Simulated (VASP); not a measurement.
A convergence study with VASP on Au (fcc): one setting is varied, all else stays as given below, so the limit is that of these other settings. Each run relaxes cell and ions from the cell shown. The basis is that of the starting cell, so low cut-offs carry a Pulay error.

```
CELL_PARAMETERS angstrom
      0.00000     2.04000     2.04000
      2.04000     0.00000     2.04000
      2.04000     2.04000     0.00000
ATOMIC_POSITIONS crystal
  Au 0.00000 0.00000 0.00000
```

These are PBEsol GGA, VASP's PBE PAW potentials (set 64) (plane waves; VASP) values and carry that method's errors. The tightest run used: 700 eV cut-off, 13×13×13 Γ-centred mesh, first-order Methfessel-Paxton smearing of 0.10 eV, potentials Au.

Question: The settings run are ENCUT = 200; ENCUT = 250; ENCUT = 300; ENCUT = 350; ENCUT = 400; ENCUT = 450; ENCUT = 500; ENCUT = 550; ENCUT = 600; ENCUT = 650; ENCUT = 700. From which on does the relaxed volume stay within 0.1 Å³/atom of the tightest run?

Answer: From ENCUT = 250 on: it is off by 0.045 there and by no more than 0.1 in any finer run, while ENCUT = 200 is off by 1.237.
```json
[
 {"setting": "ENCUT = 200", "relaxed volume (Å³/atom)": "15.729", "E (eV/atom)": "-3.9554", "plane waves": "116", "difference judged (Å³/atom)": "1.237"},
 {"setting": "ENCUT = 250", "relaxed volume (Å³/atom)": "16.922", "E (eV/atom)": "-3.9387", "plane waves": "169", "difference judged (Å³/atom)": "0.045"},
 {"setting": "ENCUT = 300", "relaxed volume (Å³/atom)": "16.892", "E (eV/atom)": "-3.9345", "plane waves": "208", "difference judged (Å³/atom)": "0.074"},
 {"setting": "ENCUT = 350", "relaxed volume (Å³/atom)": "16.903", "E (eV/atom)": "-3.9271", "plane waves": "265", "difference judged (Å³/atom)": "0.064"},
 {"setting": "ENCUT = 400", "relaxed volume (Å³/atom)": "16.961", "E (eV/atom)": "-3.9266", "plane waves": "331", "difference judged (Å³/atom)": "0.005"},
 {"setting": "ENCUT = 450", "relaxed volume (Å³/atom)": "16.968", "E (eV/atom)": "-3.9267", "plane waves": "379", "difference judged (Å³/atom)": "0.002"},
 {"setting": "ENCUT = 500", "relaxed volume (Å³/atom)": "16.957", "E (eV/atom)": "-3.9267", "plane waves": "444", "difference judged (Å³/atom)": "0.009"},
 {"setting": "ENCUT = 550", "relaxed volume (Å³/atom)": "16.959", "E (eV/atom)": "-3.9265", "plane waves": "531", "difference judged (Å³/atom)": "0.007"},
 {"setting": "ENCUT = 600", "relaxed volume (Å³/atom)": "16.966", "E (eV/atom)": "-3.9265", "plane waves": "578", "difference judged (Å³/atom)": "0.000"},
 {"setting": "ENCUT = 650", "relaxed volume (Å³/atom)": "16.968", "E (eV/atom)": "-3.9265", "plane waves": "650", "difference judged (Å³/atom)": "0.002"},
 {"setting": "ENCUT = 700", "relaxed volume (Å³/atom)": "16.966", "E (eV/atom)": "-3.9266", "plane waves": "725", "difference judged (Å³/atom)": "0.000"}
]
```

Left out are rungs that failed or repeat a setting and relaxations that didn't move; long series are thinned to 24 rows.

The compound is Au in the fcc structure.
